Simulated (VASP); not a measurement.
Data:

Space group Fm-3m (No. 225); a = 6.625 Å, b = 6.625 Å, c = 6.625 Å, α = 90.00°, β = 90.00°, γ = 90.00°

```tsv
atom	site	symmetry	x	y	z
K	4a	m-3m	0.0000	0.0000	0.0000
Br	4b	m-3m	0.5000	0.5000	0.5000
```
(The calculation used a cell of 2 atoms; values per cell refer to that cell.)

Method: MS2 meta-GGA, VASP's PBE PAW potentials (set 64) (plane waves; VASP). Numerical set-up: 520 eV cut-off, 7×7×7 Γ-centred mesh, Gaussian smearing of 0.050 eV, potentials K_sv Br.

### Question
Give the energy at these volumes per atom, relative to the lowest: 34.18, 35.27, 36.36, 37.45, 38.55 Å³.

### Answer
7.1, 1.6, 0.0, 1.6, 5.8 meV/atom. A third-order Birch-Murnaghan fit gives B0 = 15.6 GPa and B0′ = 5.0.

The compound is KBr in the rock salt structure. It was relaxed first.
